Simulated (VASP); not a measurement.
Input:

```
BaTiO3
1.0
    3.82006     0.00000     0.00000
    0.00000     3.82006     0.00000
    0.00000     0.00000     3.82006
Ba Ti O
1 1 3
Cartesian
  0.00000   0.00000   0.00000
  1.91003   1.91003   1.91003
  1.91003   0.00000   1.91003
  0.00000   1.91003   1.91003
  1.91003   1.91003   0.00000
```

Method: PBEsol GGA, VASP's PBE PAW potentials (set 64) (plane waves; VASP). Settings: 620 eV cut-off, 6×6×6 Γ-centred mesh, Gaussian smearing of 0.050 eV, potentials Ba_sv Ti_sv O.

Energy and stress use the plane-wave basis of the starting cell.

Problem. The ions, cell shape and volume at an external pressure of 45.0 GPa are relaxed. Predict the relaxed structure.

Solution. 
```
BaTiO3
1.0
    3.76246     0.00000     0.00000
    0.00000     3.76246     0.00000
    0.00000     0.00000     3.76246
Ba Ti O
1 1 3
Direct
  0.00000   0.00000   0.00000
  0.50000   0.50000   0.50000
  0.50000   0.00000   0.50000
  0.00000   0.50000   0.50000
  0.50000   0.50000   0.00000
```
Space group Pm-3m (221), at a tolerance of 0.03 Å.

Problem. How do energy and volume change from the first to the last step?

Solution. The energy (σ→0) changes by +114.9 meV/atom and the volume by -4.5 %, in 4 ionic steps.

```
step  E(σ→0) (eV)  max force (eV/Å)  pressure (GPa)  volume (Å³)
----  -----------  ----------------  --------------  -----------
1        -41.3548             0.000           29.77        55.75
2        -38.3915             0.000           95.29        47.63
3        -40.8053             0.000           44.31        53.35
4        -40.7802             0.000           44.92        53.26
```

The compound is BaTiO3 in the cubic perovskite structure, the ideal cubic form; the compound distorts at low or room temperature. This run relaxes it under an external pressure of 45 GPa. Symmetry was kept, so distortions that lower it aren't found.
